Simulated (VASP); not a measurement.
Data:

```xyz
6
Lattice="1.5264 -2.6437 0.0000 1.5264 2.6437 0.0000 0.0000 0.0000 11.2334" Properties=species:S:1:pos:R:3 pbc="T T T"
Mo     1.5264     0.8812     2.8083
Mo     1.5264    -0.8812     8.4250
S      1.5264     0.8812     9.9880
S      1.5264    -0.8812     4.3713
S      1.5264    -0.8812     1.2454
S      1.5264     0.8812     6.8621
```

Calculation: LDA (Ceperley-Alder, Perdew-Zunger), VASP's LDA PAW potentials (set 64) (plane waves; VASP). Run with 500 eV cut-off, 8×8×2 Γ-centred mesh, Gaussian smearing of 0.050 eV, potentials Mo_sv S.

Energy and stress use the plane-wave basis of the starting cell.

### Question
The ions, cell shape and volume at an external pressure of 20.0 GPa are relaxed. Predict the relaxed structure.

### Answer

```xyz
6
Lattice="1.4987 -2.5957 0.0000 1.4987 2.5957 0.0000 0.0000 0.0000 10.9177" Properties=species:S:1:pos:R:3 pbc="T T T"
Mo     1.4987     0.8652     2.7294
Mo     1.4987    -0.8652     8.1883
S      1.4987     0.8652     9.7569
S      1.4987    -0.8652     4.2981
S      1.4987    -0.8652     1.1608
S      1.4987     0.8652     6.6196
```
Space group P6_3/mmc (194), at a tolerance of 0.03 Å.

### Question
How do energy and volume change from the first to the last step?

### Answer
The energy (σ→0) changes by +87.9 meV/atom and the volume by -6.3 %, in 8 ionic steps.

The compound is MoS2 in the 2H layered structure. This run relaxes it under an external pressure of 20 GPa. Symmetry was kept, so distortions that lower it aren't found.
